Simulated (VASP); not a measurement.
The system is SnO (Romarchite).

```
CELL_PARAMETERS angstrom
3.79860 0.00000 0.00000
0.00000 3.79860 0.00000
0.00000 0.00000 4.84080
ATOMIC_POSITIONS crystal
Sn 0.50000 0.00000 0.23690
Sn 0.00000 0.50000 0.76310
O 0.00000 0.00000 0.00000
O 0.50000 0.50000 0.00000
```

Base run:

```yaml
Program: VASP 6.6.1
Functional: PBEsol
Potentials_or_basis: VASP PAW PBE potentials, release 64 (Sn_d, O)
Cutoff: 520 eV
k_mesh: 6 × 6 × 5
Occupations: fermi-dirac, width 0.02 eV
Spin: no spin polarisation
```

Its results: band gap on the k mesh 0.05 eV, indirect (least direct gap 1.92 eV); pressure 0.8 GPa; largest force 0.295 eV/Å.

**Question.** The run is repeated on the same cell with these changes: k mesh from 6 × 6 × 5 to 3 × 3 × 3. What comes out?

**Answer.** Band gap on the k mesh 1.05 eV, indirect (least direct gap 2.04 eV); pressure 0.6 GPa; largest force 0.363 eV/Å.

Caveats: some runs use coarse meshes; the PAW data sets were made with another functional, which shifts forces and pressure a little; spin-orbit coupling is left out, which moves the levels of the heavy elements; an odd mesh through Γ misses points on the zone boundary, where band edges often lie.

Not every run made on this cell is shown here.
